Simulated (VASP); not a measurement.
Data:

```
CELL_PARAMETERS angstrom
      0.00000     2.96851     2.96851
      2.96851     0.00000     2.96851
      2.96851     2.96851     0.00000
ATOMIC_POSITIONS crystal
  Cu 0.98316 0.98316 0.01684
  I  0.25000 0.25000 0.25000
```

Level of theory: PBEsol GGA, VASP's PBE PAW potentials (set 64) (plane waves; VASP). Numerical set-up: 480 eV cut-off, 8×8×8 Γ-centred mesh, Gaussian smearing of 0.050 eV, potentials Cu I.

Unless said otherwise, spin-orbit coupling is left out, though it shifts the bands of the heavy elements here.

### Question
Estimate the energy per atom (σ→0), largest force, band gap (on the k-mesh) with the smallest direct gap where there is one.

### Answer

| Property | Result |
|---|---|
| band gap (on the k-mesh) | 1.20 eV |
| smallest direct gap (on the k-mesh) | 1.20 eV |
| energy per atom (σ→0) | -3.152 eV/atom |
| largest force | 0.01282 Ry/bohr |

The absolute energy has meaning only against runs of the same code, potentials and settings.

The compound is CuI in the zinc blende structure. This cell was strained or had an atom moved on purpose.
